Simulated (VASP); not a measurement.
OSZICAR of a VASP run on LiF:

OSZICAR:
```
       N       E                     dE             d eps       ncg     rms          rms(c)
DAV:   1    -0.710698877990E+02   -0.71070E+02   -0.16928E-05   874   0.663E-02    0.224E-03
DAV:   2    -0.710698923818E+02   -0.45828E-05   -0.99333E-06   824   0.211E-02    0.270E-03
DAV:   3    -0.710698736810E+02    0.18701E-04   -0.21076E-06   643   0.125E-02    0.195E-03
DAV:   4    -0.710698964171E+02   -0.22736E-04   -0.28875E-06   626   0.222E-02    0.568E-04
DAV:   5    -0.710698704637E+02    0.25953E-04   -0.18344E-06   600   0.126E-02    0.677E-04
DAV:   6    -0.710698873479E+02   -0.16884E-04   -0.11717E-06   552   0.112E-02    0.317E-04
DAV:   7    -0.710698731371E+02    0.14211E-04   -0.15556E-06   568   0.140E-02    0.408E-04
DAV:   8    -0.710698808376E+02   -0.77005E-05   -0.12193E-06   536   0.117E-02    0.161E-04
DAV:   9    -0.710698794613E+02    0.13763E-05   -0.79060E-07   520   0.997E-03    0.131E-04
DAV:  10    -0.710698764408E+02    0.30205E-05   -0.58571E-07   520   0.764E-03    0.138E-04
DAV:  11    -0.710698761573E+02    0.28346E-06   -0.85798E-08   530   0.257E-03
   1 F= -.71069876E+02 E0= -.71069876E+02  d E =-.269479E-18
```

Problem. Which electronic solver shows in the log?

Solution. It is blocked Davidson (ALGO = Normal, or the opening steps of other solvers). The INCAR had ALGO = Normal.

Problem. Can the final energy be trusted as converged?

Solution. The calculation finished and met its thresholds. It stopped with EDIFF = 1E-6, NELM = 100 (r2SCAN meta-GGA, plane waves, VASP's PBE PAW potentials (set 64)).

The cell is a thin slab with vacuum, built from LiF (rock salt): (100) face.
